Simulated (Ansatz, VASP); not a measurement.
# Two plane-wave programs on Si4BN3

INCAR

```
SYSTEM = Si4BN3
ALGO = Normal
EDIFF = 1E-6
ENCUT = 520
GGA = PE
ISIF = 2
ISMEAR = 0
LASPH = .True.
LCHARG = .False.
LREAL = Auto
LWAVE = .False.
NBANDS = 48
NELM = 80
PREC = Accurate
SIGMA = 0.1
```

KPOINTS

```
k-points
0
Gamma
  4 2 2
  0 0 0
```

The input POSCAR:

```
Si4BN3
1.0
    0.0000000000      0.0000000000      5.0567576319
    5.8734786454      0.0000000000      0.0000000000
    0.0000000000      7.2156564911      0.0000000000
Si B N
8 2 6
Direct
    0.8757476144      0.0000000000      0.0911555704
    0.3910859993      1.0000000000      0.8543813240
    0.8555730154      0.7037166689      0.7330194797
    0.8555730154      0.2962833311      0.7330194797
    0.3757476144      0.5000000000      0.9088444296
    0.8910859993      0.5000000000      0.1456186760
    0.3555730154      0.7962833311      0.2669805203
    0.3555730154      0.2037166689      0.2669805203
    0.0050115605      0.0000000000      0.8187504491
    0.5050115605      0.5000000000      0.1812495509
    0.0115433435      0.5000000000      0.9058511709
    0.5127327258      0.2684350583      0.7860086286
    0.5127327258      0.7315649417      0.7860086286
    0.5115433435      0.0000000000      0.0941488291
    0.0127327258      0.2315649417      0.2139913714
    0.0127327258      0.7684350583      0.2139913714
```

Input for Ansatz:

```yaml
crystal:
  lattice:
    - [0.0, 0.0, 5.0567576319]
    - [5.8734786454, 0.0, 0.0]
    - [0.0, 7.2156564911, 0.0]
  atoms:
    - { symbol: Si, position: [0.8757476144, 0.0, 0.0911555704] }
    - { symbol: Si, position: [0.3910859993, 1.0, 0.854381324] }
    - { symbol: Si, position: [0.8555730154, 0.7037166689, 0.7330194797] }
    - { symbol: Si, position: [0.8555730154, 0.2962833311, 0.7330194797] }
    - { symbol: Si, position: [0.3757476144, 0.5, 0.9088444296] }
    - { symbol: Si, position: [0.8910859993, 0.5, 0.145618676] }
    - { symbol: Si, position: [0.3555730154, 0.7962833311, 0.2669805203] }
    - { symbol: Si, position: [0.3555730154, 0.2037166689, 0.2669805203] }
    - { symbol: B, position: [0.0050115605, 0.0, 0.8187504491] }
    - { symbol: B, position: [0.5050115605, 0.5, 0.1812495509] }
    - { symbol: "N", position: [0.0115433435, 0.5, 0.9058511709] }
    - { symbol: "N", position: [0.5127327258, 0.2684350583, 0.7860086286] }
    - { symbol: "N", position: [0.5127327258, 0.7315649417, 0.7860086286] }
    - { symbol: "N", position: [0.5115433435, 0.0, 0.0941488291] }
    - { symbol: "N", position: [0.0127327258, 0.2315649417, 0.2139913714] }
    - { symbol: "N", position: [0.0127327258, 0.7684350583, 0.2139913714] }
basis:
  ecutwfc: 420
kpoints:
  mp_grid: { grid: [4, 2, 2] }
hamiltonian:
  xc: pbe
scf:
  occupations: { method: gaussian, width: 0.1 }
  lower_state_search: "off"
output:
  forces: true
  stress: true
  eigenvalues: true
```

Alike in both runs: task single point; functional PBE; k mesh 4 × 2 × 2; occupations gaussian, width 0.1 eV; no spin polarisation.

```csv
,VASP,Ansatz
version,VASP 6.6.1,Ansatz 0.2.0
potentials or method,"VASP PAW PBE potentials, release 64 (Si, B, N)","scalar-relativistic, plane waves, PAW"
plane-wave cutoff (eV),520,420
valence electrons in the cell,68,68
```

|  | VASP | Ansatz | Ansatz less VASP |
| --- | --- | --- | --- |
| gap on the k mesh at the Fermi level (eV) | 0.89 | 0.89 | +0.003 |
| least direct gap on the mesh (eV) | 1.03 | 1.04 | +0.004 |
| pressure (GPa) | 0.0 | 0.1 | +0.12 |
| largest component of the traceless stress (GPa) | 0.55 | 0.56 | +0.015 |
| rms of the force components (eV/Å) | 0.053 | 0.050 | -0.0033 |

Atom by atom the forces differ by 0.006 eV/Å (rms over components). The functional is the same, so the differences come from potentials, cutoffs and numerics.

Caveats: the k mesh is coarse (spacing up to 0.53 Å⁻¹), so the values aren't converged; this functional lacks dispersion, which binds the layers, so the pressure and a relaxed spacing across them are unreliable. A k mesh can miss the band edges.
